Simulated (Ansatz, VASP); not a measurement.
# Cross-check of GePt7 (Pt(111)-(2x1)-Ge surface alloy) between VASP and Ansatz, part 2 of 2

One calculation is typed for both programs; each brings its own data sets. How far apart do they land? The cell is taken from a series of runs on this material, whose earlier steps may have relaxed, scaled, displaced or heated it; both programs get it as it stands.

VASP 6.6.1 and Ansatz 0.2.0.

So far: Set-up; VASP: single point, r2SCAN.

## 3. Ansatz: single point, r2SCAN

Level of this step: Ansatz beside VASP: Kohn-Sham DFT, plane waves, r2SCAN (Ansatz).

Ansatz runs on its default PAW (the set named soft_2) files.

The same cell, functional, mesh and smearing now go to Ansatz, which takes its cutoff from its data sets.

input.yaml reads:

```yaml
crystal:
  lattice:
    - [5.5437171645, 0.0, 0.0]
    - [1.3859292911, 2.4004999479, 0.0]
    - [0.0, 0.0, 24.0896391657]
  atoms:
    - { symbol: Pt, position: [0.0, 0.0, 0.3528487887] }
    - { symbol: Pt, position: [0.5, 0.0, 0.3528487887] }
    - { symbol: Pt, position: [0.16666667, 0.33333333, 0.446798434] }
    - { symbol: Pt, position: [0.66666667, 0.33333333, 0.446798434] }
    - { symbol: Pt, position: [0.330228995, 0.6694128773, 0.5482455042] }
    - { symbol: Pt, position: [0.828128557, 0.6729381119, 0.5391892754] }
    - { symbol: Pt, position: [-0.0831036479, 0.0850811016, 0.636299774] }
    - { symbol: Ge, position: [0.4416759716, 0.0578540102, 0.6372706638] }
kpoints:
  mp_grid: { grid: [12, 24, 1] }
hamiltonian:
  xc: r2scan
scf:
  occupations: { method: fermi_dirac, width: 0.05 }
  convergence: { dr2_threshold: 1.0e-09 }
  n_extra_bands: 18
efield:
  axis: 3
  dipole_correction: true
  ramp_position: 0.97
  ramp_width: 0.06
output:
  band_densities:
    - { e_range: [-0.2, 0] }
    - { e_range: [-0.7, 0] }
    - { e_range: [-1.5, 0] }
    - { e_range: [0, 0.2] }
    - { e_range: [0, 0.7] }
    - { e_range: [0, 1.5] }
    - { e_range: [-2.0, -1.8] }
    - { e_range: [-1.8, -1.6] }
    - { e_range: [-1.6, -1.4] }
    - { e_range: [-1.4, -1.2] }
    - { e_range: [-1.2, -1.0] }
    - { e_range: [-1.0, -0.8] }
    - { e_range: [-0.8, -0.6] }
    - { e_range: [-0.6, -0.4] }
    - { e_range: [-0.4, -0.2] }
    - { e_range: [0.2, 0.4] }
    - { e_range: [0.4, 0.6] }
    - { e_range: [0.6, 0.8] }
    - { e_range: [0.8, 1.0] }
    - { e_range: [1.0, 1.2] }
    - { e_range: [1.2, 1.4] }
    - { e_range: [1.4, 1.6] }
    - { e_range: [1.6, 1.8] }
    - { e_range: [1.8, 2.0] }
  band_residual_tolerance: 0.0001
  dos: { projected: true, e_range: [-5, 4] }
  write_potential: true
  write_density: true
  volumetric_format: npy
```

On the command line:

```console
ansatz run input.yaml --threads 4 --pin off --max-ram 6144MiB --backend cpu --events-out ev --progress --plain --runs-dir out
```

Numbers of over 12 decimals in the logs are rounded to 6 here.

What it wrote:

```text
scf.n_extra_bands = 18 over 70 filled bands (N_el = 140.0): the run solves 88 bands
Engine: ansatz 0.2.0, aarch64-unknown-linux-gnu
Pseudopotentials: kind: paw
Pseudopotential: Pt, paw, valence charge 18, recommended cutoff 500 eV (meta_gga), Pt.paw.azcp
Pseudopotential: Ge, paw, valence charge 14, recommended cutoff 500 eV (meta_gga), Ge.paw.azcp
Functional definition: r2SCAN
  parameter k0 = 0.174
  parameter k1 = 0.065
  parameter a1 = 4.9479
  exchange = r2scan_x(k0 = k0, k1 = k1, a1 = a1)
  correlation = r2scan_c
Crystal: 8 atoms, lattice volume = 320.578 Å³
Basis set: ecut = 500 eV, 8057 PW (Γ), exchange–correlation on 180×96×720 points (64 copies of the dense FFT grid, shifted against one another)
Bands: 88, of which v1, the nominal top of the filled ones, is band 70 counted from 1 (69 counted from 0)
Symmetry: 1 space group operations
Space group: P1 (ITA 1), of the structure as read, at distance tolerance 6.8e-5 Å
k-points: 146 of 288 (time reversal used)
Non-local potential: Pt, projectors of the file, l = 0: 3, l = 1: 2, l = 2: 2, l = 3: 1
Non-local potential: Ge, projectors of the file, l = 0: 2, l = 1: 2, l = 2: 3, l = 3: 1
PAW form: soft (Blöchl's): semilocal exchange-correlation on the pseudo side does not see the compensation charge
PAW frozen core: Pt, regenerated for the run's functional (the file was generated under x = pbe(κ = 0.804, μ = 0.219515), c = pbe(β = 0.066725))
PAW frozen core: Ge, regenerated for the run's functional (the file was generated under x = pbe(κ = 0.804, μ = 0.219515), c = pbe(β = 0.066725))
PAW one-centre angular grid: Pt, 590 points (default); XC on 160 Gauss nodes
PAW one-centre angular grid: Ge, 590 points (default); XC on 160 Gauss nodes
Initial density: superposition of atomic densities (neutral atoms: chi_scale 0, normalization atom), corrected by the library's trained network
Initial wavefunctions: pseudopotential atomic-orbital guess
Functional: x = r2scan, c = r2scan; τ floored in thin density (d = 2e-4 eV/Å³)
SCF iter   1: F=—  HF=-92058.674471 eV  |F-HF|=—  |Δ(HF+E_count)|=         —  Δρ=1.12e-2  dr2=9.96e-1  dr2_τ=9.02e-2  ethr=1.77e-3  p=0.048 e·Å  D=2.69e-2 V/Å  ΔV_dip=-0.65 eV  dr2_dipole=2.48e-1  V_vac-E_F(+/−)=5.07/5.72 eV  ⟨swp⟩=8.4  Hψ=58305  notcnv=0  defer=511
efield: sawtooth ramp at fractional position 0.9700 (set: `efield.ramp_position`, or a place that a band, a saddle search or an elastic batch's reference lends), width 0.0600; the density the first Hamiltonian is built on has a dipole p = 0.048 e·Å; the dipole correction subtracts the counter field D = 2.69e-2 V/Å, which shifts the + side's vacuum level by -0.65 eV against the − side's; the planar-averaged density in the ramp window peaks in size at 1.8e-5 e/Å³
preconditioner: auto → LDOS  [metal: Δε(μ)=0.003 eV  Ē_g=11.406 eV  σ=0.050 eV  W_gap=0.02  n_scr=58 (ndim 8)  ℏωp=19.0 eV  f_vac=0.569  D(μ)=10.79/eV (n_scr^D=66)  β→1.0]
SCF iter   2: F=—  HF=-92058.732423 eV  |F-HF|=—  |Δ(HF+E_count)|=   5.80e-2  Δρ=8.23e-3  dr2=2.35e-1  dr2_τ=3.77e-2  ethr=7.11e-4  p=0.049 e·Å  D=2.79e-2 V/Å  ΔV_dip=-0.67 eV  dr2_dipole=4.04e-3  V_vac-E_F(+/−)=5.03/5.70 eV  ⟨swp⟩=2.4  Hψ=21791  notcnv=0  defer=1335
SCF iter   3: F=—  HF=-92058.682056 eV  |F-HF|=—  |Δ(HF+E_count)|=   5.04e-2  Δρ=2.14e-3  dr2=5.86e-2  dr2_τ=2.87e-3  ethr=1.68e-4  p=0.052 e·Å  D=2.94e-2 V/Å  ΔV_dip=-0.71 eV  dr2_dipole=9.71e-3  V_vac-E_F(+/−)=5.03/5.74 eV  ⟨swp⟩=3.1  Hψ=26620  notcnv=0  defer=1335
SCF iter   4: F=—  HF=-92058.678103 eV  |F-HF|=—  |Δ(HF+E_count)|=   3.95e-3  Δρ=9.53e-4  dr2=9.69e-3  dr2_τ=2.22e-4  ethr=4.19e-5  p=0.052 e·Å  D=2.91e-2 V/Å  ΔV_dip=-0.70 eV  dr2_dipole=1.01e-3  V_vac-E_F(+/−)=5.06/5.76 eV  ⟨swp⟩=2.1  Hψ=17262  notcnv=0  defer=1335
SCF iter   5: F=—  HF=-92058.677471 eV  |F-HF|=—  |Δ(HF+E_count)|=   6.32e-4  Δρ=4.28e-4  dr2=2.08e-3  dr2_τ=4.45e-5  ethr=6.92e-6  p=0.051 e·Å  D=2.89e-2 V/Å  ΔV_dip=-0.70 eV  dr2_dipole=1.77e-4  V_vac-E_F(+/−)=5.05/5.74 eV  ⟨swp⟩=2.0  Hψ=16972  notcnv=0  defer=1335
SCF iter   6: F=—  HF=-92058.677453 eV  |F-HF|=—  |Δ(HF+E_count)|=   1.81e-5  Δρ=1.98e-4  dr2=4.06e-4  dr2_τ=8.01e-6  ethr=1.48e-6  p=0.051 e·Å  D=2.89e-2 V/Å  ΔV_dip=-0.70 eV  dr2_dipole=7.11e-6  V_vac-E_F(+/−)=5.05/5.74 eV  ⟨swp⟩=2.2  Hψ=16867  notcnv=0  defer=1335
SCF iter   7: F=—  HF=-92058.677451 eV  |F-HF|=—  |Δ(HF+E_count)|=   1.69e-6  Δρ=9.86e-5  dr2=8.76e-5  dr2_τ=1.60e-6  ethr=2.90e-7  p=0.051 e·Å  D=2.88e-2 V/Å  ΔV_dip=-0.69 eV  dr2_dipole=2.60e-7  V_vac-E_F(+/−)=5.05/5.74 eV  ⟨swp⟩=2.2  Hψ=15993  notcnv=0  defer=1335
SCF iter   8: F=—  HF=-92058.677462 eV  |F-HF|=—  |Δ(HF+E_count)|=   1.07e-5  Δρ=3.37e-5  dr2=7.94e-6  dr2_τ=1.56e-7  ethr=6.26e-8  p=0.051 e·Å  D=2.88e-2 V/Å  ΔV_dip=-0.69 eV  dr2_dipole=8.23e-8  V_vac-E_F(+/−)=5.05/5.74 eV  ⟨swp⟩=1.8  Hψ=14058  notcnv=0  defer=1335
[...]
SCF converged after 17 iterations
an eigenvalue changed by more than its tolerance at an iteration that met the thresholds in force, so the SCF went on 2 times, its first undamped step at iteration 14: the last check found none over its tolerance
Free energy (F): -92058.677612 eV
Harris-Foulkes:  -92058.677612 eV  (|F-HF|=4.51e-10)
Internal energy: -92058.589380 eV  (E = F + TS)
E sigma→0 (E₀):  -92058.633496 eV
Entropy (-TS):   -0.088232 eV (-11.029 meV/atom)
Fermi energy:    4.924008 eV
Dipole field:    D = 0.028826 V/Å  (p = 0.051069 e·Å, saw-weighted, corrected)
Work function:   Φ+ = 5.0485 eV   Φ− = 5.7429 eV
Levels:          The Fermi level and band energies are counted from a zero that moves with the ramp; work functions are not
--- Per-component energies (eV) ---
  E_band       = -3499.213677
  E_kinetic    = 4573.340905
  E_local      = -226834.428083  (includes V_loc(G=0)·N_el)
  E_nonlocal   = 1835.376126
  E_hartree    = 110802.852637
  E_xc         = -1816.380270
  E_vxc        = -2426.905629  (∫ρ·V_xc dr)
  E_paw        = -68393.304065  (= ΣΔE_a)
  E_vpaw       = -2408.767875  (= ΣTr[D̂ρ^β])
  E_aug_tail   = 0.001086  (compensation charges beyond the density's cutoff)
  E_vtau       = 155.592194  (kinetic-family band-sum trace: ∫τ·v_τ [+ j·A + Jᵃ·Aᵃ] dr)
  E_efield     = 0.000736  (sawtooth field / dipole correction)
  E_vefield    = 0.878997  (∫n·V_field dr)
  E_ewald      = 87776.657776
  E_core_change = -2.706227  (= ΣΔE_core)
  E_smearing   = -0.088232  (= −TS)
  E_closure    = 0.000000  (closes the sum)
  Σ components = -92058.677612   (vs F -92058.677612, Δ=0.00e0)
--- Band table (eV; the first three rows and the last of 146) ---
  k-point 0: bands = [... 66 lower, 4.6183, 4.6185, 4.7185, 4.8538, 5.0491, 5.1518, 5.2350, 5.5611, ... 14 higher]
  k-point 1: bands = [... 66 lower, 4.3697, 4.4958, 4.6781, 4.7956, 4.9979, 5.1220, 5.3501, 5.5923, ... 14 higher]
  k-point 2: bands = [... 66 lower, 4.1514, 4.2925, 4.6602, 4.7278, 4.8370, 4.9895, 5.1957, 6.1792, ... 14 higher]
  k-point 145: bands = [... 66 lower, 4.7783, 5.0851, 5.1756, 5.9858, 6.9863, 7.1497, 7.7240, 8.0079, ... 14 higher]
--- Band densities, each state counted as filled ---
  window                                       electrons  max residual (eV)  cut levels
  e_range: [-0.2, 0]                            2.236111             3.1e-6           0
  e_range: [-0.7, 0]                            7.555556             3.1e-6           0
  e_range: [-1.5, 0]                           15.562500             3.1e-6           0
  e_range: [0, 0.2]                             2.111111             5.1e-6           0
  e_range: [0, 0.7]                             4.493056             4.0e-5           0
  e_range: [0, 1.5]                             6.854167             4.9e-5           0
  e_range: [-2, -1.8]                           2.270833             2.9e-6           0
  e_range: [-1.8, -1.6]                         2.256944             3.0e-6           0
  e_range: [-1.6, -1.4]                         2.006944             2.9e-6           0
  e_range: [-1.4, -1.2]                         2.333333             2.9e-6           0
  e_range: [-1.2, -1]                           1.520833             2.8e-6           0
  e_range: [-1, -0.8]                           2.250000             2.8e-6           0
  e_range: [-0.8, -0.6]                         1.458333             3.1e-6           0
  e_range: [-0.6, -0.4]                         2.659722             3.1e-6           0
  e_range: [-0.4, -0.2]                         2.006944             2.9e-6           0
  e_range: [0.2, 0.4]                           1.125000             6.3e-6           0
  e_range: [0.4, 0.6]                           0.888889             3.9e-5           0
  e_range: [0.6, 0.8]                           0.673611             4.0e-5           0
  e_range: [0.8, 1]                             0.597222             4.5e-5           0
  e_range: [1, 1.2]                             0.652778             4.8e-5           0
  e_range: [1.2, 1.4]                           0.604167             4.4e-5           0
  e_range: [1.4, 1.6]                           0.381944             4.9e-5           0
  e_range: [1.6, 1.8]                           0.402778             3.3e-5           0
  e_range: [1.8, 2]                             0.631944             5.0e-5           0
```

Reading the cycles: dr2 is the Hartree energy of the density residual (eV), the measure of convergence; HF is the Harris–Foulkes estimate of the energy, which meets the free energy F at convergence.

## 4. Differences

Known differences besides the potentials themselves: VASP keeps PBE cores, Ansatz makes them for the functional; the data sets hold 140 valence electrons in Ansatz (on its default PAW (the set named soft_2) files) and 84 in VASP; the cutoff is 500 eV in Ansatz and 450 eV in VASP. Total energies have different zeros and are not compared.

Compared:

```csv
quantity,Ansatz,VASP,difference
"work function, lower of the two faces (eV)",5.05,5.05,0.00
"work function, higher of the two faces (eV)",5.74,5.74,0.00
```

With vacuum in the cell, a pressure given here is an average over mostly empty space and none of the material.

## 5. Summary of results

```
difference in work function, lower of the two faces (single point, r2SCAN) : -0.0024 eV
```

The difference in work function, lower of the two faces is -0.0024 eV (single point, r2SCAN). The data sets hold unlike numbers of valence electrons (140 in Ansatz and 84 in VASP), so part of the differences comes from the potentials. Such differences can come from data sets, numerical settings and the points named under the comparisons, not from the functional's error against experiment.

[Lines on the potential files, build, host, timing and source positions are cut from VASP's logs without a mark.]

[Logs are printed without paths, hosts, clocks, repeated set-up lines and the standing remarks that a program may print on its own settings, such as how far it seeks lower states.]

[Hosts, paths, dates, database ids (printed as entryN), source tags and the programs' standing remarks are cut or masked in the printed files.]
